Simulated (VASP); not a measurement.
# FAlSeH2 in VASP: a series of runs

The runs below take FAlSeH2 through single point, relaxation of the atoms, with PBE.

All numbers are computed with VASP 6.6.1; they aren't measurements. Logs are shortened: lines on timing, memory, paths and dates and some standing lists are left out, and cuts for length are marked.

## 1. The undisturbed molecule

The cell holds a molecule in a box, 5 atoms: a = 12.000 Å, b = 13.000 Å, c = 13.000 Å, α = 90.00°, β = 90.00°, γ = 90.00°.

## 2. Single point, PBE (atoms moved at random, drawn with an rms of 0.05 Å)

Input file INCAR:

```
PREC = Accurate ; ENCUT = 520
EDIFF = 1E-7 ; ISMEAR = 0
SIGMA = 0.01 ; LREAL = F
LASPH = T ; NELM = 60
ALGO = Normal ; ISIF = 2
LWAVE = F ; LCHARG = T
GGA = PE ; LELF = T
LVHAR = T ; LVACPOTAV = T
```

Input file KPOINTS:

```
regular mesh
0
Gamma
  1 1 1
```

Input file POSCAR:

```
AlH2SeF
1.0
   12.0000000000      0.0000000000      0.0000000000
    0.0000000000     13.0000000000      0.0000000000
    0.0000000000      0.0000000000     13.0000000000
F Al Se H
1 1 1 2
Direct
    0.4052900000      0.4537990000      0.6214020000
    0.4713580000      0.4719170000      0.5092450000
    0.5551820000      0.6249140000      0.4801960000
    0.4803520000      0.3769150000      0.4361430000
    0.5961710000      0.5927480000      0.3827400000
```

Potentials or basis: VASP PAW PBE potentials, release 64 (F, Al, Se, H).

Command:

```
$ cat potpaw_PBE.64/F/POTCAR potpaw_PBE.64/Al/POTCAR potpaw_PBE.64/Se/POTCAR potpaw_PBE.64/H/POTCAR > POTCAR
$ mpirun -np 1 vasp_gam > vasp.out
```

OUTCAR:

```text
PREC = Accurate
   ENCUT = 520
   EDIFF = 1E-7
   ISMEAR = 0
   LREAL = F
   LASPH = T
   NELM = 60
   ISIF = 2
   GGA = PE

 ion  position               nearest neighbor table
   1  0.405  0.454  0.621-   2 1.68
   2  0.471  0.472  0.509-   4 1.56   1 1.68   3 2.26
   3  0.555  0.625  0.480-   5 1.42   2 2.26
   4  0.480  0.377  0.436-   2 1.56
   5  0.596  0.593  0.383-   3 1.42

  LATTYP: Found a simple tetragonal cell.
 ALAT       =    13.0000000000
 C/A-ratio  =     0.9230769231

  Lattice vectors:

 A1 = (   0.0000000000,  13.0000000000,   0.0000000000)
 A2 = (   0.0000000000,   0.0000000000,  13.0000000000)
 A3 = (  12.0000000000,   0.0000000000,   0.0000000000)

Analysis of symmetry for initial positions (statically):
=====================================================================
 Subroutine PRICEL returns:
 Original cell was already a primitive cell.

 Routine SETGRP: Setting up the symmetry group for a
 simple tetragonal supercell.

 Subroutine GETGRP returns: Found  1 space group operations
 (whereof  1 operations were pure point group operations)
 out of a pool of 16 trial point group operations.

The static configuration has the point symmetry C_1 .

Analysis of symmetry for dynamics (positions and initial velocities):
=====================================================================
 Subroutine PRICEL returns:
 Original cell was already a primitive cell.

 Routine SETGRP: Setting up the symmetry group for a
 simple tetragonal supercell.

 Subroutine GETGRP returns: Found  1 space group operations
 (whereof  1 operations were pure point group operations)
 out of a pool of 16 trial point group operations.

The dynamic configuration has the point symmetry C_1 .

 Subroutine INISYM returns: Found  1 space group operations
 (whereof  1 operations are pure point group operations),
 and found     1 'primitive' translations

----------------------------------------------------------------------------------------

                                     Primitive cell

  volume of cell :    2028.0000

  direct lattice vectors                    reciprocal lattice vectors
    12.000000000  0.000000000  0.000000000     0.083333333  0.000000000  0.000000000
     0.000000000 13.000000000  0.000000000     0.000000000  0.076923077  0.000000000
     0.000000000  0.000000000 13.000000000     0.000000000  0.000000000  0.076923077

  length of vectors
    12.000000000 13.000000000 13.000000000     0.083333333  0.076923077  0.076923077

  position of ions in fractional coordinates (direct lattice)
     0.405290000  0.453799000  0.621402000
     0.471358000  0.471917000  0.509245000
     0.555182000  0.624914000  0.480196000
     0.480352000  0.376915000  0.436143000
     0.596171000  0.592748000  0.382740000

  ion indices of the primitive-cell ions
   primitive index   ion index
                 1           1
                 2           2
                 3           3
                 4           4
                 5           5

----------------------------------------------------------------------------------------

 KPOINTS: regular mesh

Automatic generation of k-mesh.
 Grid dimensions read from file:
 generate k-points for:    1    1    1

 Generating k-lattice:

  Cartesian coordinates                     Fractional coordinates (reciprocal lattice)
     0.083333333  0.000000000  0.000000000     1.000000000  0.000000000  0.000000000
     0.000000000  0.076923077  0.000000000     0.000000000  1.000000000  0.000000000
     0.000000000  0.000000000  0.076923077     0.000000000  0.000000000  1.000000000

  Length of vectors
     0.083333333  0.076923077  0.076923077

  Shift w.r.t. Gamma in fractional coordinates (k-lattice)
     0.000000000  0.000000000  0.000000000

 Subroutine IBZKPT returns following result:
 ===========================================

 Found      1 irreducible k-points:

 Following reciprocal coordinates:
            Coordinates               Weight
  0.000000  0.000000  0.000000      1.000000
   k-points           NKPTS =      1   k-points in BZ     NKDIM =      1   number of bands    NBANDS=     13
   number of dos      NEDOS =    301   number of ions     NIONS =      5
   total plane-waves  NPLWV = 864360
   dimension x,y,z NGX =    90 NGY =   98 NGZ =   98
   dimension x,y,z NGXF=   180 NGYF=  196 NGZF=  196
   ions per type =               1   1   1   2
   NGX,Y,Z   is equivalent  to a cutoff of  12.47, 12.53, 12.53 a.u.
   NGXF,Y,Z  is equivalent  to a cutoff of  24.94, 25.06, 25.06 a.u.
 SYSTEM =  unknown system
   PREC   = accura    normal or accurate (medium, high low for compatibility)
   ISTART =      0    job   : 0-new  1-cont  2-samecut
   ICHARG =      2    charge: 1-file 2-atom 10-const
   ISPIN  =      1    spin polarized calculation?
   LNONCOLLINEAR =      F non collinear calculations
   LSORBIT =      F    spin-orbit coupling
   LASPH  =      T    aspherical Exc in radial PAW
   ENCUT  =  520.0 eV  38.22 Ry    6.18 a.u.  22.31 24.17 24.17*2*pi/ulx,y,z
   NELM   =     60;   NELMIN=  2; NELMDL= -5     # of ELM steps
   EDIFF  = 0.1E-06   stopping-criterion for ELM
   LREAL  =      F    real-space projection
   EDIFFG = 0.1E-05   stopping-criterion for IOM
   NSW    =      0    number of steps for IOM
   IBRION =     -1    ionic relax: 0-MD 1-quasi-New 2-CG
   NFREE  =      0    steps in history (QN), initial steepest desc. (CG)
   ISIF   =      2    stress and relaxation
   ISYM   =      2    0-nonsym 1-usesym 2-fastsym
   POTIM  = 0.5000    time-step for ionic-motion
   TEBEG  =    0.0;   TEEND  =   0.0 temperature during run
   PSTRESS=    0.0 pullay stress
   NELECT =      18.0000    total number of electrons
   NUPDOWN=      -1.0000    fix difference up-down
   EMIN   =  10.00;   EMAX   =-10.00  energy-range for DOS
   EFERMI =   0.00;   METHOD = LEGACY
   ISMEAR =     0;   SIGMA  =   0.01  broadening in eV -4-tet -1-fermi 0-gaus
   EFERMI_NEDOS =   21; number of points for ismear=-14 and -15
   IALGO  =     38    algorithm
   IMIX   =      4    mixing-type and parameters
     AMIX     =   0.40;   BMIX     =  1.00
     AMIX_MAG =   1.60;   BMIX_MAG =  1.00
  volume/ion in A,a.u.               =     405.60      2737.12
  Fermi-wavevector in a.u.,A,eV,Ry     =   0.338956  0.640534  1.563187  0.114891
  Thomas-Fermi vector in A             =   1.241439
   LORBIT       =      0    0 simple, 1 ext, 2 COOP (PROOUT), +10 PAW based schemes
   GGA     = PE    functional components
   LHFCALC =     F    Hartree Fock is set to
   AEXX    =    0.0000 exact exchange contribution
   IVDW    =     0    specifies the selected vdW correction
   LEPSILON=     F    determine dielectric tensor
   LRPA    =     F    only Hartree local field effects (RPA)
 non-spin polarized calculation
 Gauss-broadening in eV      SIGMA  =   0.01
  energy-cutoff  :      520.00
  volume of cell :     2028.00
 maximum number of plane-waves:     27285
 NGX is ok and might be reduce to    90
   NGX = 45   NGY = 49   NGZ = 49

 number of electron      17.9999988 magnetization

 Free energy of the ion-electron system (eV)
  ---------------------------------------------------
  ext. energy  EPLUGINS =         0.00000000
  ---------------------------------------------------
  free energy    TOTEN  =       -19.70918489 eV

  energy without entropy =      -19.70918489  energy(sigma->0) =      -19.70918489

 E-fermi :  -6.3322     XC(G=0):  -0.6982

 val. band max:       -6.4004967241   @ k =   0.0000   0.0000   0.0000
 cond. band min:      -1.6488032273   @ k =   0.0000   0.0000   0.0000
 fundamental gap:      4.7516934967
 Fermi energy:        -6.3321597715

 k-point     1 :       0.0000    0.0000    0.0000
  band No.  band energies     occupation
      1     -28.2436      2.00000
      2     -18.1376      2.00000
      3     -10.9957      2.00000
      4      -9.9469      2.00000
      5      -9.3306      2.00000
      6      -9.2363      2.00000
      7      -8.8705      2.00000
      8      -7.2440      2.00000
      9      -6.4005      2.00000
     10      -1.6488      0.00000
     11      -1.1850      0.00000
     12      -0.6890      0.00000
     13      -0.1700      0.00000

------------------------ aborting loop because EDIFF is reached ----------------------------------------

  FORCE on cell =-STRESS in cart. coord.  units (eV):
  Direction    XX          YY          ZZ          XY          YZ          ZX
  --------------------------------------------------------------------------------------
  -------------------------------------------------------------------------------------
  Total        0.2889860      1.6194674      1.4060124      0.2585521      0.8068341     -0.4793758
  in kB        0.2283071      1.2794250      1.1107895      0.2042635      0.6374218     -0.3787204
  external PRESSURE =       0.8728405 kB  Pullay stress =       0.0000000 kB

 VOLUME and BASIS-vectors are now :
 -----------------------------------------------------------------------------
  energy-cutoff  :      520.00
  volume of cell :     2028.00
      direct lattice vectors                 reciprocal lattice vectors
    12.000000000  0.000000000  0.000000000     0.083333333  0.000000000  0.000000000
     0.000000000 13.000000000  0.000000000     0.000000000  0.076923077  0.000000000
     0.000000000  0.000000000 13.000000000     0.000000000  0.000000000  0.076923077

 POSITION                                       TOTAL-FORCE (eV/Angst)
 -----------------------------------------------------------------------------------
      4.86348      5.89939      8.07823         0.074198      0.176966     -0.186556
      5.65630      6.13492      6.62018        -0.238615     -0.692690      0.372118
      6.66218      8.12388      6.24255        -0.228080      1.186515      1.246541
      5.76422      4.89989      5.66986        -0.040404     -0.151528     -0.190429
      7.15405      7.70572      4.97562         0.432901     -0.519264     -1.241675
 -----------------------------------------------------------------------------------
    total drift:                               -0.000323     -0.000321     -0.000615

  FREE ENERGIE OF THE ION-ELECTRON SYSTEM (eV)
  ---------------------------------------------------
  free  energy   TOTEN  =       -19.7091848937 eV

  energy  without entropy=      -19.7091848937  energy(sigma->0) =      -19.70918489
```

Run time: 3.5 min. Hardware: 1 thread of Intel Xeon Platinum 8375C at 2.90GHz (Ice Lake), shared host; peak memory 1.5 GiB.

Results:

* Free energy: -19.7092 eV
* Largest force: 1.736 eV/Å
* Gap between the frontier levels: 4.75 eV

Forces on the atoms (eV/Å):
```
F    0.074  0.177 -0.187
Al  -0.239 -0.693  0.372
Se  -0.228  1.187  1.247
H   -0.040 -0.152 -0.190
H    0.433 -0.519 -1.242
```

## 3. Relaxation of the atoms, PBE (atoms moved at random, drawn with an rms of 0.02 Å)

Input file INCAR:

```
PREC = Accurate
ENCUT = 520
EDIFF = 1E-6
ISMEAR = 0
SIGMA = 0.01
LREAL = False
LASPH = True
NELM = 60
ALGO = Fast
ISIF = 2
LWAVE = False
LCHARG = False
GGA = PE
IBRION = 2
NSW = 60
EDIFFG = -0.005
```

Input file KPOINTS:

```
Automatic mesh
0
Gamma
  1 1 1
```

Input file POSCAR:

```
AlH2SeF
1.0
   12.0000000000      0.0000000000      0.0000000000
    0.0000000000     13.0000000000      0.0000000000
    0.0000000000      0.0000000000     13.0000000000
F Al Se H
1 1 1 2
Direct
    0.4051030000      0.4556960000      0.6209730000
    0.4721570000      0.4694160000      0.5120490000
    0.5547680000      0.6271110000      0.4839500000
    0.4811490000      0.3775090000      0.4353080000
    0.5980340000      0.5913190000      0.3833380000
```

Potentials or basis: VASP PAW PBE potentials, release 64 (F, Al, Se, H).

Command:

```
$ cat potpaw_PBE.64/F/POTCAR potpaw_PBE.64/Al/POTCAR potpaw_PBE.64/Se/POTCAR potpaw_PBE.64/H/POTCAR > POTCAR
$ mpirun -np 1 vasp_gam > vasp.out
```

Wall time 17 min (1 thread of Intel Xeon Platinum 8375C at 2.90GHz (Ice Lake), shared host); peak memory 1.7 GiB.

It converged, with:

```
Free energy                     : -19.7881 eV
Energy gained by relaxing       : 3.5 meV/atom
Ionic steps                     : 18
Largest force after relaxing    : 0.004 eV/Å
Gap between the frontier levels : 4.63 eV
```

Forces in eV/Å, atoms in the order of the input:
```
F    0.001  0.002 -0.003
Al   0.001  0.000  0.001
Se  -0.001 -0.003 -0.001
H    0.000  0.000  0.001
H    0.000  0.001  0.002
```

Step by step:
| step | energy change (eV) | largest force (eV/Å) | pressure (GPa) |
| --- | --- | --- | --- |
| 1 | 0.0000 | 0.8167 | 0.05 |
| 2 | 0.0131 | 1.2441 | -0.03 |
| 3 | -0.0124 | 0.2582 | 0.01 |
| 4 | -0.0160 | 0.0950 | 0.00 |
| 5 | -0.0163 | 0.0959 | -0.01 |
| 6 | -0.0168 | 0.0566 | -0.01 |
| 7 | -0.0168 | 0.0597 | -0.01 |
| 8 | -0.0171 | 0.0427 | -0.01 |
| 9 | -0.0174 | 0.0385 | -0.01 |
| 10 | -0.0173 | 0.0553 | 0.00 |
| 11 | -0.0174 | 0.0117 | -0.01 |
| 12 | -0.0174 | 0.0119 | -0.01 |
| 13 | -0.0174 | 0.0142 | -0.01 |
| 14 | -0.0174 | 0.0117 | -0.01 |
| 15 | -0.0174 | 0.0084 | -0.01 |
| 16 | -0.0174 | 0.0077 | -0.01 |
| 17 | -0.0174 | 0.0082 | -0.01 |
| 18 | -0.0174 | 0.0037 | -0.01 |

Final structure:
```
F Al Se H
1.0
    12.00000    0.00000    0.00000
     0.00000   13.00000    0.00000
     0.00000    0.00000   13.00000
F Al Se H
1 1 1 2
Direct
  0.40438 0.45615 0.62156
  0.47399 0.46951 0.51136
  0.55499 0.62888 0.48424
  0.48048 0.37585 0.43443
  0.59737 0.59066 0.38402
```

Levels at points of the mesh, in eV from the valence-band top:
```tsv
k point	band 5	band 6	band 7	band 8	band 9	band 10	band 11	band 12	band 13
(0.00, 0.00, 0.00)	-3.13	-2.95	-2.65	-0.99	0.00	4.63	4.98	5.31	6.07
```

## 4. The reference run

An earlier run on the cell as given: functional PBE; potentials or basis VASP PAW PBE potentials, release 64 (F, Al, Se, H); cutoff 520 eV; k mesh 1 × 1 × 1; occupations gaussian, width 0.01 eV; no spin polarisation.

- Largest force: 0.582 eV/Å
- Gap between the frontier levels: 4.67 eV

## 5. Overview

| task | cell | gap on the mesh (eV) | largest force (eV/Å) |
| --- | --- | --- | --- |
| single point | atoms moved at random, drawn with an rms of 0.05 Å | 4.75 | 1.74 |
| relaxation of the atoms | atoms relaxed from: atoms moved at random, drawn with an rms of 0.02 Å | 4.63 | - |
| single point | as given | 4.67 | 0.58 |

Alike in all rows: level PBE; potentials or basis VASP PAW PBE potentials, release 64 (F, Al, Se, H); no spin polarisation; k mesh 1 × 1 × 1; cutoff (eV) 520; smearing gaussian 0.01 eV.

Total energies depend on the potentials used, so only differences within one code and one set of settings carry meaning.
